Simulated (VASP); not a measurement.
An input for Ansatz (written as the equivalent of a VASP run, and not itself run):

Ansatz 0.2 input:
```yaml
crystal:
  lattice:
    - [-4.7839200, 4.7839200, 4.7839200]
    - [4.7839200, -4.7839200, 4.7839200]
    - [4.7839200, 4.7839200, -4.7839200]
  atoms:
    - { symbol: N, position: [0.5000000, 0.5000000, 0.5000000] }
    - { symbol: N, position: [0.5000000, 0.0000000, 0.0000000] }
    - { symbol: N, position: [0.0000000, 0.0000000, 0.5000000] }
    - { symbol: N, position: [0.0000000, 0.5000000, 0.0000000] }
    - { symbol: N, position: [0.2500000, 0.7165000, 0.4665000] }
    - { symbol: N, position: [0.7500000, 0.7835000, 0.0335000] }
    - { symbol: N, position: [0.4665000, 0.2500000, 0.7165000] }
    - { symbol: N, position: [0.0335000, 0.7500000, 0.7835000] }
    - { symbol: N, position: [0.7165000, 0.4665000, 0.2500000] }
    - { symbol: N, position: [0.7835000, 0.0335000, 0.7500000] }
    - { symbol: N, position: [0.7500000, 0.2835000, 0.5335000] }
    - { symbol: N, position: [0.2500000, 0.2165000, 0.9665000] }
    - { symbol: N, position: [0.5335000, 0.7500000, 0.2835000] }
    - { symbol: N, position: [0.9665000, 0.2500000, 0.2165000] }
    - { symbol: N, position: [0.2835000, 0.5335000, 0.7500000] }
    - { symbol: N, position: [0.2165000, 0.9665000, 0.2500000] }
    - { symbol: Zn, position: [0.5361000, 0.7737000, 0.5434000] }
    - { symbol: Zn, position: [0.7303000, 0.9927000, 0.9566000] }
    - { symbol: Zn, position: [0.7697000, 0.7263000, 0.2624000] }
    - { symbol: Zn, position: [0.9639000, 0.5073000, 0.2376000] }
    - { symbol: Zn, position: [0.5434000, 0.5361000, 0.7737000] }
    - { symbol: Zn, position: [0.9566000, 0.7303000, 0.9927000] }
    - { symbol: Zn, position: [0.2624000, 0.7697000, 0.7263000] }
    - { symbol: Zn, position: [0.2376000, 0.9639000, 0.5073000] }
    - { symbol: Zn, position: [0.7737000, 0.5434000, 0.5361000] }
    - { symbol: Zn, position: [0.9927000, 0.9566000, 0.7303000] }
    - { symbol: Zn, position: [0.7263000, 0.2624000, 0.7697000] }
    - { symbol: Zn, position: [0.5073000, 0.2376000, 0.9639000] }
    - { symbol: Zn, position: [0.4639000, 0.2263000, 0.4566000] }
    - { symbol: Zn, position: [0.2697000, 0.0073000, 0.0434000] }
    - { symbol: Zn, position: [0.2303000, 0.2737000, 0.7376000] }
    - { symbol: Zn, position: [0.0361000, 0.4927000, 0.7624000] }
    - { symbol: Zn, position: [0.4566000, 0.4639000, 0.2263000] }
    - { symbol: Zn, position: [0.0434000, 0.2697000, 0.0073000] }
    - { symbol: Zn, position: [0.7376000, 0.2303000, 0.2737000] }
    - { symbol: Zn, position: [0.7624000, 0.0361000, 0.4927000] }
    - { symbol: Zn, position: [0.2263000, 0.4566000, 0.4639000] }
    - { symbol: Zn, position: [0.0073000, 0.0434000, 0.2697000] }
    - { symbol: Zn, position: [0.2737000, 0.7376000, 0.2303000] }
    - { symbol: Zn, position: [0.4927000, 0.7624000, 0.0361000] }
kpoints:
  mp_grid: { grid: [1, 1, 1], shift: [0.5, 0.5, 0.5] }
hamiltonian:
  xc: lda
  pseudopotentials: { kind: paw }
scf:
  occupations: { method: fermi_dirac, width: 0.1 }
  max_iter: 100
output: { forces: true, stress: true, eigenvalues: true }
```

Question: Write the VASP files for the same calculation (LDA).

Answer: One answer among several that fit: 
### KPOINTS
```
Automatic mesh
0
Gamma
1 1 1
0.5 0.5 0.5
```

POSCAR:
```
Zn3N2
1.0
 -4.7839200000   4.7839200000   4.7839200000
  4.7839200000  -4.7839200000   4.7839200000
  4.7839200000   4.7839200000  -4.7839200000
N Zn
16 24
Cartesian
  2.3919600000   2.3919600000   2.3919600000
 -2.3919600000   2.3919600000   2.3919600000
  2.3919600000   2.3919600000  -2.3919600000
  2.3919600000  -2.3919600000   2.3919600000
  4.4633973600   0.0000000000   2.3919600000
  0.3205226400   0.0000000000   7.1758800000
  2.3919600000   4.4633973600  -0.0000000000
  7.1758800000   0.3205226400   0.0000000000
  0.0000000000   2.3919600000   4.4633973600
  0.0000000000   7.1758800000   0.3205226400
  0.3205226400   4.7839200000   2.3919600000
  4.4633973600   4.7839200000  -2.3919600000
  2.3919600000   0.3205226400   4.7839200000
 -2.3919600000   4.4633973600   4.7839200000
  4.7839200000   2.3919600000   0.3205226400
  4.7839200000  -2.3919600000   4.4633973600
  3.7362415200   1.4629227360   3.6663962880
  5.8315984800   3.3209972640   3.6663962880
  1.0476784800   1.4629227360   5.9014437120
 -1.0476784800   3.3209972640   5.9014437120
  3.6663962880   3.7362415200   1.4629227360
  3.6663962880   5.8315984800   3.3209972640
  5.9014437120   1.0476784800   1.4629227360
  5.9014437120  -1.0476784800   3.3209972640
  1.4629227360   3.6663962880   3.7362415200
  3.3209972640   3.6663962880   5.8315984800
  1.4629227360   5.9014437120   1.0476784800
  3.3209972640   5.9014437120  -1.0476784800
  1.0476784800   3.3209972640   1.1175237120
 -1.0476784800   1.4629227360   1.1175237120
  3.7362415200   3.3209972640  -1.1175237120
  5.8315984800   1.4629227360  -1.1175237120
  1.1175237120   1.0476784800   3.3209972640
  1.1175237120  -1.0476784800   1.4629227360
 -1.1175237120   3.7362415200   3.3209972640
 -1.1175237120   5.8315984800   1.4629227360
  3.3209972640   1.1175237120   1.0476784800
  1.4629227360   1.1175237120  -1.0476784800
  3.3209972640  -1.1175237120   3.7362415200
  1.4629227360  -1.1175237120   5.8315984800
```

### INCAR
```
LASPH = .TRUE.
ISIF = 2
EDIFF = 1E-6   # SCF stop (eV)
LWAVE = .FALSE.
ENCUT = 400   # plane-wave cut-off (eV)
PREC = Accurate
ALGO = Normal   # blocked Davidson
LCHARG = .FALSE.
LMAXMIX = 4
SYSTEM = Zn3N2
SIGMA = 0.1   # width (eV)
LREAL = Auto   # projection in real space or not
NELM = 100
ISMEAR = -1   # Fermi-Dirac
```

POTCAR, in this order: N Zn (LDA.64 set). Program: vasp_std.

The two are equivalent in intent, not identical: each code has its own PAW files, so the cut-off isn't converted (ENCUT is set for VASP's; basis.ecutwfc is left out, and Ansatz then takes the one that its files recommend); Ansatz stops its SCF on the density residual and VASP on the energy change (EDIFF); Ansatz's lda is the Perdew-Wang form, while the LDA potentials of VASP carry Perdew-Zunger's.

The structure was generated: Zn3N2 was put into an ordered model structure, a phase also known from measurement. The cell was not relaxed at this level. The k-mesh is coarse (spacing up to 0.93 per Å, 2π included), so the numbers may not be converged in it. The run is one of a series of settings (KPOINTS 1×1×1 Γ-centred mesh shifted by (0.5, 0.5, 0.5) against the base run), some of them coarse on purpose.
